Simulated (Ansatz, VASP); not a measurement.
# BAs in two plane-wave programs

Wanted: the spread between two codes on one cell, functional and k mesh. The cell is taken from a series of runs on this material, whose earlier steps may have relaxed, scaled, displaced or heated it; both programs get it as it stands.

Program: Ansatz 0.2.0. Level of theory: plane waves, with VASP 6.6.1 beside it; relaxation of cell and atoms at r2SCAN. Results are calculated unless marked as measured.

### Step 1. Starting point

The structure is cubic, space group F-43m (No. 216). Conventional cell: a = 4.783 Å, b = 4.783 Å, c = 4.783 Å, α = 90.00°, β = 90.00°, γ = 90.00°. B has 4 As at 2.07 Å nearest. Nearest to As lie 4 B at 2.07 Å. Farther neighbours are not listed.

### Step 2. Ansatz: relaxation of cell and atoms, r2SCAN

Ansatz runs on its PAW soft_1 files.

The relaxed volume is the usual yardstick between codes: in a stiff, nearly cubic crystal its relative difference is about their pressure difference at one cell divided by the bulk modulus.

input.yaml reads:

```yaml
crystal:
  lattice:
    - [0.0, 2.3912600749, 2.3912600749]
    - [2.3912600749, 0.0, 2.3912600749]
    - [2.3912600749, 2.3912600749, 0.0]
  atoms:
    - { symbol: B, position: [0.0, 0.0, 0.0] }
    - { symbol: As, position: [0.25, 0.25, 0.25] }
kpoints:
  mp_grid: { grid: [12, 12, 12] }
hamiltonian:
  xc: r2scan
  pseudopotentials: { kind: paw, azcp: { folder: soft_1 } }
scf:
  occupations: { method: fixed }
  lower_state_search: "off"
output:
  forces: true
  stress: true
  eigenvalues: true
relax:
  adjacent_minimum: "off"
  f_tol: 0.001
  max_steps: 60
  cell: { stress_tol: 0.01 }
```

Started as:

```bash
> ansatz run input.yaml --threads 18 --pin off --max-ram 92160MiB --backend cuda --events-out ev --progress --plain --runs-dir out --max-vram 78GiB
```

Numbers of over 12 decimals in the logs are rounded to 6 here.

The log of the run:

```text
Engine: ansatz 0.2.0, aarch64-unknown-linux-gnu
Pseudopotentials: kind: paw
Pseudopotential: B, paw, valence charge 3, recommended cutoff 500 eV (meta_gga), soft_1/B.paw.azcp
Pseudopotential: As, paw, valence charge 15, recommended cutoff 500 eV (meta_gga), soft_1/As.paw.azcp
Functional definition: r2SCAN
  parameter k0 = 0.174
  parameter k1 = 0.065
  parameter a1 = 4.9479
  exchange = r2scan_x(k0 = k0, k1 = k1, a1 = a1)
  correlation = r2scan_c
device memory: the entry about to start is reckoned to put 1.9 GiB on a device that reports 128.0 GiB free (of which the cap on the GPU budget leaves the run 78.0 GiB)
GPU FFT provider: cuFFT
GPU libraries: cuBLAS 13.8.1, cuFFT 12.4.0, cuSOLVER 12.3.2
GPU matrix products: emulated (plane waves: as basis.precision tells), large ones in fixed point in workspaces of 1.00 GiB
Crystal: 2 atoms, lattice volume = 27.347 Å³
Basis set: ecut = 500 eV, 725 PW (Γ), exchange–correlation on 100×100×100 points (64 copies of the dense FFT grid, shifted against one another)
Bands: 13, of which v1, the nominal top of the filled ones, is band 9 counted from 1 (8 counted from 0)
Symmetry: 24 space group operations
Space group: F-43m (ITA 216), of the structure as read, at distance tolerance 3.0e-5 Å
k-points: 72 of 1728 (time reversal used)
Non-local potential: B, projectors of the file, l = 0: 2, l = 1: 2, l = 2: 1
Non-local potential: As, projectors of the file, l = 0: 2, l = 1: 2, l = 2: 3, l = 3: 1
PAW form: soft (Blöchl's): semilocal exchange-correlation on the pseudo side does not see the compensation charge
PAW frozen core: B, regenerated for the run's functional (the file was generated under x = pbe(κ = 0.804, μ = 0.219515), c = pbe(β = 0.066725))
PAW frozen core: As, regenerated for the run's functional (the file was generated under x = pbe(κ = 0.804, μ = 0.219515), c = pbe(β = 0.066725))
PAW one-centre angular grid: B, 302 points (default); XC on 223 of its mesh's 2233 points in the sphere
PAW one-centre angular grid: As, 590 points (default); XC on 160 Gauss nodes
Initial density: superposition of atomic densities (chi_scale 0.1, normalization cell, long waves kept (reshape's long-wave potential 0.00 eV rms))
Initial wavefunctions: pseudopotential atomic-orbital guess
GPU buffer pool allocated for 15625 grid points (all kernels)
GPU transforms: local potential and band sums: pruned to the plane-wave sphere, on 25×25×25
Functional: x = r2scan, c = r2scan; τ floored in thin density (d = 2e-4 eV/Å³)
SCF iter   1: F=-5020.938634 eV  HF=-5021.662195 eV  |F-HF|=7.24e-1  |Δ(HF+E_count)|=         —  Δρ=6.97e-2  dr2=1.63e0  dr2_τ=1.68e-1  ethr=3.10e-3  ⟨swp⟩=4.0  Hψ=5104  notcnv=0  defer=45
preconditioner: auto → none  [insulator: Δε(μ)=1.763 eV  Ē_g=13.215 eV  n_scr=8 (ndim 8)  ℏωp=20.1 eV  f_vac=0.000  ε∞_Penn≈3.3]
SCF iter   2: F=-5021.345093 eV  HF=-5021.350941 eV  |F-HF|=5.85e-3  |Δ(HF+E_count)|=   3.11e-1  Δρ=2.44e-2  dr2=1.18e-1  dr2_τ=9.26e-3  ethr=3.10e-3  ⟨swp⟩=2.2  Hψ=2245  notcnv=0  defer=81
SCF iter   3: F=-5021.354648 eV  HF=-5021.355462 eV  |F-HF|=8.14e-4  |Δ(HF+E_count)|=   4.52e-3  Δρ=1.00e-2  dr2=1.82e-2  dr2_τ=8.15e-4  ethr=6.56e-4  ⟨swp⟩=3.0  Hψ=2020  notcnv=0  defer=133
SCF iter   4: F=-5021.356309 eV  HF=-5021.356542 eV  |F-HF|=2.33e-4  |Δ(HF+E_count)|=   1.08e-3  Δρ=1.55e-3  dr2=4.10e-4  dr2_τ=8.69e-6  ethr=1.01e-4  ⟨swp⟩=3.0  Hψ=2026  notcnv=0  defer=134
SCF iter   5: F=-5021.356512 eV  HF=-5021.356500 eV  |F-HF|=1.22e-5  |Δ(HF+E_count)|=   4.23e-5  Δρ=4.16e-4  dr2=1.91e-5  dr2_τ=3.06e-7  ethr=2.28e-6  ⟨swp⟩=2.0  Hψ=2025  notcnv=0  defer=135
SCF iter   6: F=-5021.356534 eV  HF=-5021.356535 eV  |F-HF|=2.88e-7  |Δ(HF+E_count)|=   3.50e-5  Δρ=4.87e-5  dr2=5.82e-7  dr2_τ=8.14e-9  ethr=1.06e-7  ⟨swp⟩=2.0  Hψ=1224  notcnv=0  defer=104
SCF iter   7: F=-5021.356535 eV  HF=-5021.356535 eV  |F-HF|=4.45e-9  |Δ(HF+E_count)|=   3.50e-8  Δρ=4.75e-6  dr2=6.33e-9  dr2_τ=6.25e-11  ethr=5.56e-10  ⟨swp⟩=6.8  Hψ=5207  notcnv=0
SCF 1 converged in 7 iterations: F = -5021.356535 eV  dr2 = 6.33e-9
  greatest PAW one-centre occupation: 0.999 electrons in one spin orbital (limit 2), on the As atom at site 1 (counted from 0), in its partial waves of l = 2
relax step   1: F+E_penalty+E_count = -5021.35653460 eV  Δ(F+E_penalty+E_count) = +0.000e0 eV  max|allowed force component| = 2.498e-16 eV/Å  Δτ_max = 0.0000 Å  P = +0.003 GPa  Ω = 27.347 Å³  (7 SCF iters, dr2 threshold 1.00e-7 eV, accepted)
device memory: the entry about to start is reckoned to put 1.9 GiB on a device that reports 128.0 GiB free (of which the cap on the GPU budget leaves the run 78.0 GiB)
GPU FFT provider: cuFFT
GPU libraries: cuBLAS 13.8.1, cuFFT 12.4.0, cuSOLVER 12.3.2
GPU matrix products: emulated (plane waves: as basis.precision tells), large ones in fixed point in workspaces of 1.00 GiB
Initial density: handed on by an earlier stage of this run
Initial wavefunctions: pseudopotential atomic-orbital guess (no wavefunctions were taken with the density)
GPU buffer pool allocated for 15625 grid points (all kernels)
GPU transforms: local potential and band sums: pruned to the plane-wave sphere, on 25×25×25
iter 1 solved again at ethr=8.44e-9 eV; its pass at ethr=3.10e-3 eV (dr2=1.52e-6 eV) is discarded
SCF iter   1: F=-5021.356535 eV  HF=-5021.356535 eV  |F-HF|=4.30e-9  |Δ(HF+E_count)|=         —  Δρ=4.79e-6  dr2=6.43e-9  dr2_τ=6.23e-11  ethr=8.44e-9  ⟨swp⟩=3.1  Hψ=7731  notcnv=0  defer=134
preconditioner: auto → none  [insulator: Δε(μ)=1.383 eV  Ē_g=13.134 eV  n_scr=8 (ndim 8)  ℏωp=20.1 eV  f_vac=0.002  ε∞_Penn≈3.3]
SCF iter   2: F=-5021.356535 eV  HF=-5021.356535 eV  |F-HF|=4.91e-11  |Δ(HF+E_count)|=   1.91e-9  Δρ=1.87e-6  dr2=4.24e-10  dr2_τ=3.89e-11  ethr=3.57e-11  ⟨swp⟩=2.2  Hψ=1558  notcnv=0  defer=134
SCF iter   3: F=-5021.356535 eV  HF=-5021.356535 eV  |F-HF|=5.00e-11  |Δ(HF+E_count)|=  6.73e-11  Δρ=8.92e-7  dr2=8.84e-11  dr2_τ=4.27e-12  ethr=2.36e-12  ⟨swp⟩=2.3  Hψ=1307  notcnv=0  defer=134
SCF iter   4: F=-5021.356535 eV  HF=-5021.356535 eV  |F-HF|=0.00e0  |Δ(HF+E_count)|=  5.91e-11  Δρ=7.27e-8  dr2=5.15e-13  dr2_τ=1.44e-14  ethr=1.00e-12  ⟨swp⟩=7.3  Hψ=6096  notcnv=0
SCF 2 converged in 4 iterations: F = -5021.356535 eV  dr2 = 5.15e-13
relax step   2: F+E_penalty+E_count = -5021.35653460 eV  Δ(F+E_penalty+E_count) = -2.634e-9 eV  max|allowed force component| = 2.116e-16 eV/Å  Δτ_max = 0.0000 Å  P = +0.002 GPa  Ω = 27.347 Å³  stress off target by 2.48e-3 GPa  SCF on the basis re-selected at this cell (its energy is not comparable with the rows above)  (4 SCF iters)
basis re-selected at this cell: Δ(F+E_penalty+E_count) = -2.634e-9 eV, ΔP = -0.000 GPa vs the last step (what re-selecting the basis moved, of the pressure what is left beyond the Pulay correction that the steps carried, after the strain that the cell walked since its last selection, with what the two solves' SCF thresholds leave and, on support functions, any second-order correction that the steps lacked; it is no m [...]
SCF converged after 4 iterations
Free energy (F): -5021.356535 eV
Harris-Foulkes:  -5021.356535 eV  (|F-HF|=0.00e0)
Internal energy: -5021.356535 eV  (E = F + TS)
E sigma→0 (E₀):  -5021.356535 eV
Fermi energy:    10.558241 eV
--- Per-component energies (eV) ---
  E_band       = -231.383838
  E_kinetic    = 146.431432
  E_local      = -1957.772648  (includes V_loc(G=0)·N_el)
  E_nonlocal   = -384.356124
  E_hartree    = 1103.081345
  E_xc         = -98.362676
  E_vxc        = -120.335713  (∫ρ·V_xc dr)
  E_paw        = -2105.118998  (= ΣΔE_a)
  E_vpaw       = -127.503949  (= ΣTr[D̂ρ^β])
  E_aug_tail   = 0.000018  (compensation charges beyond the density's cutoff)
  E_vtau       = 5.990443  (kinetic-family band-sum trace: ∫τ·v_τ [+ j·A + Jᵃ·Aᵃ] dr)
  E_ewald      = -1723.783048
  E_core_change = -1.475837  (= ΣΔE_core)
  E_smearing   = -0.000000  (= −TS)
  E_closure    = -0.000000  (closes the sum)
  Σ components = -5021.356535   (vs F -5021.356535, Δ=0.00e0)
--- Forces (eV/Å), atoms counted from 1 ---
  atom   1  B      0.00000000    -0.00000000    -0.00000000
  atom   2  As     0.00000000    -0.00000000    -0.00000000
  max |Σ_I F_I| component: 4.65e-16 eV/Å
--- Stress (GPa, compression-positive) ---
        0.002477      -0.000000       0.000000
       -0.000000       0.002477       0.000000
       -0.000000       0.000000       0.002477
  P = ⅓ Tr σ = 0.0025 GPa (0.025 kbar)
--- Band table (eV; the first three rows and the last of 72) ---
  k-point 0: bands = [... 5 lower, -5.5693, 10.5582, 10.5582, 10.5582, 13.9940, 13.9940, 13.9940, 15.6244]
  k-point 1: bands = [... 5 lower, -5.4498, 9.4621, 10.3252, 10.3252, 14.2088, 14.3013, 14.3013, 16.2584]
  k-point 2: bands = [... 5 lower, -5.0951, 7.4481, 9.8333, 9.8333, 14.1221, 14.9411, 14.9411, 17.6912]
  k-point 71: bands = [... 5 lower, -0.9682, 1.9707, 4.8440, 5.1441, 16.2605, 16.9994, 17.7477, 17.9471]
--- Relaxed structure (1 steps of the walk, 1 accepted, 1 SCFs on fresh bases) ---
  F+E_penalty+E_count = -5021.35653460 eV   max|allowed force component| = 2.116e-16 eV/Å   (the final SCF, on the basis selected at the relaxed cell)
  cell:  # Å, volume = 27.3470 Å³
    - [0.0, 2.3912600749, 2.3912600749]
    - [2.3912600749, 0.0, 2.3912600749]
    - [2.3912600749, 2.3912600749, 0.0]
  atoms:
    - { symbol: B, position: [0.0, 0.0, 0.0] }
    - { symbol: As, position: [0.25, 0.25, 0.25] }
```

(Continued in part 2 of 2.)

[Lines on the potential files, build, host, timing and source positions are cut from VASP's logs without a mark.]

[Logs are printed without paths, hosts, clocks, repeated set-up lines and the standing remarks that a program may print on its own settings, such as how far it seeks lower states.]

[Hosts, paths, dates, database ids (printed as entryN), source tags and the programs' standing remarks are cut or masked in the printed files.]
